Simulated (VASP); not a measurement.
VASP ran on this input.

**KPOINTS**
```
k-points along high-symmetry lines
5
Line-mode
Reciprocal
  0.000000   0.000000   0.000000 ! GAMMA
 -0.500000   0.500000   0.000000 ! Y

 -0.500000   0.500000   0.000000 ! Y
 -0.274939   0.725061   0.000000 ! C_0

  0.274939   0.274939   0.000000 ! SIGMA_0
  0.000000   0.000000   0.000000 ! GAMMA

  0.000000   0.000000   0.000000 ! GAMMA
  0.000000   0.000000   0.500000 ! Z

  0.000000   0.000000   0.500000 ! Z
  0.274939   0.274939   0.500000 ! A_0

 -0.274939   0.725061   0.500000 ! E_0
 -0.500000   0.500000   0.500000 ! T

 -0.500000   0.500000   0.500000 ! T
 -0.500000   0.500000   0.000000 ! Y

  0.000000   0.000000   0.000000 ! GAMMA
  0.000000   0.500000   0.000000 ! S

  0.000000   0.500000   0.000000 ! S
  0.000000   0.500000   0.500000 ! R

  0.000000   0.500000   0.500000 ! R
  0.000000   0.000000   0.500000 ! Z

  0.000000   0.000000   0.500000 ! Z
 -0.500000   0.500000   0.500000 ! T
```

**POSCAR**
```
P
1
    1.6881000000    -5.3448000000    -0.0000000000
    1.6881000000     5.3448000000     0.0000000000
    0.0000000000     0.0000000000     4.4676000000
P
4
Direct
  0.1017000000   0.8983000000   0.9194000000
  0.3983000000   0.6017000000   0.4194000000
  0.6017000000   0.3983000000   0.5806000000
  0.8983000000   0.1017000000   0.0806000000
```

INCAR:
```
SYSTEM = P
PREC = Accurate
ENCUT = 400
EDIFF = 1E-6
NELM = 100
ALGO = Normal
LREAL = .FALSE.
LASPH = .TRUE.
ISMEAR = 0
SIGMA = 0.05
GGA = PE
LWAVE = .FALSE.
LCHARG = .FALSE.
ISIF = 2
```

POTCAR, in this order: P (PBE.64 set). Program: vasp_std.

The resulting files:

File standard output:
```
 POSCAR found type information on POSCAR P
 POSCAR found :  1 types and       4 ions
 Reading from existing POTCAR
 Reading from existing POTCAR
 LDA part: xc-table for (Slater+PW92), standard interpolation
 POSCAR, INCAR and KPOINTS ok, starting setup
 WAVECAR not read
 entering main loop
       N       E                     dE             d eps       ncg     rms          rms(c)
DAV:   1     0.576128301150E+02    0.57613E+02   -0.71519E+03  1540   0.971E+02
DAV:   2    -0.157304150823E+02   -0.73343E+02   -0.70760E+02  2086   0.161E+02
DAV:   3    -0.194422247872E+02   -0.37118E+01   -0.36867E+01  2112   0.386E+01
DAV:   4    -0.194987611675E+02   -0.56536E-01   -0.56305E-01  1932   0.535E+00
DAV:   5    -0.194999602020E+02   -0.11990E-02   -0.11986E-02  2154   0.694E-01    0.971E+00
DAV:   6    -0.193875227200E+02    0.11244E+00   -0.72019E-02  1840   0.161E+00    0.574E+00
DAV:   7    -0.193415822236E+02    0.45940E-01   -0.11429E-01  1912   0.213E+00    0.310E-01
DAV:   8    -0.193415585870E+02    0.23637E-04   -0.10600E-02  1726   0.698E-01    0.145E-01
DAV:   9    -0.193416581782E+02   -0.99591E-04   -0.63820E-04  1990   0.170E-01    0.680E-02
DAV:  10    -0.193416937286E+02   -0.35550E-04   -0.65058E-05  1762   0.516E-02    0.265E-02
DAV:  11    -0.193417098458E+02   -0.16117E-04   -0.20022E-05  1738   0.360E-02    0.708E-03
DAV:  12    -0.193417102912E+02   -0.44541E-06   -0.60446E-07  1196   0.546E-03
   1 F= -.19341710E+02 E0= -.19341377E+02  d E =-.666263E-03
```

File OUTCAR:
```
------------------------ aborting loop because EDIFF is reached ----------------------------------------
  FORCE on cell =-STRESS in cart. coord.  units (eV):
  Direction    XX          YY          ZZ          XY          YZ          ZX
  --------------------------------------------------------------------------------------
  Total        1.8786542     -0.5713551     -0.0356213      0.0000000     -0.0000000      0.0000000
  in kB       37.3356336    -11.3548867     -0.7079227      0.0000000     -0.0000000      0.0000000
  external PRESSURE =       8.4242747 kB  Pullay stress =       0.0000000 kB
  volume of cell :       80.62
      direct lattice vectors                 reciprocal lattice vectors
     1.688100000 -5.344800000  0.000000000     0.296190984 -0.093548870  0.000000000
     1.688100000  5.344800000  0.000000000     0.296190984  0.093548870  0.000000000
     0.000000000  0.000000000  4.467600000     0.000000000  0.000000000  0.223833826
 POSITION                                       TOTAL-FORCE (eV/Angst)
 -----------------------------------------------------------------------------------
      1.68810      4.25767      4.10751         0.000000      0.397607     -0.225505
      1.68810      1.08713      1.87371         0.000000     -0.397607     -0.225505
      1.68810     -1.08713      2.59389         0.000000      0.397607      0.225505
      1.68810     -4.25767      0.36009         0.000000     -0.397607      0.225505
 -----------------------------------------------------------------------------------
    total drift:                                0.000000     -0.000000      0.000000
  FREE ENERGIE OF THE ION-ELECTRON SYSTEM (eV)
  ---------------------------------------------------
  free  energy   TOTEN  =       -19.3417102912 eV

  energy  without entropy=      -19.3410440282  energy(sigma->0) =      -19.34137716
```
(Selected blocks of OUTCAR.)

Read input and log: which fault does this run have?
A) fractional coordinates stand under the word Cartesian
B) a line-mode KPOINTS file was used for a self-consistent run
C) LDA potentials were taken and GGA is not set, so the run is LDA and not PBE
D) the lattice vectors form a left-handed set

B, a line-mode KPOINTS file was used for a self-consistent run. The run ends without an error. Against the sound run, the energy per atom (σ→0) rises by 0.523 eV/atom; the pressure rises by 3.15 GPa; the largest force goes up by 0.049 eV/Å.

To mend it, correct KPOINTS.
KPOINTS:
```
Automatic mesh
0
Gamma
5 5 4
0 0 0
```
The mended run (PBE GGA, plane waves, VASP's PBE PAW potentials (set 64)) converges, and its OSZICAR ends with
```
   1 F= -.21432034E+02 E0= -.21432034E+02  d E =-.903679E-08
```

The compound is P in the black structure. The cell was not relaxed at this level.
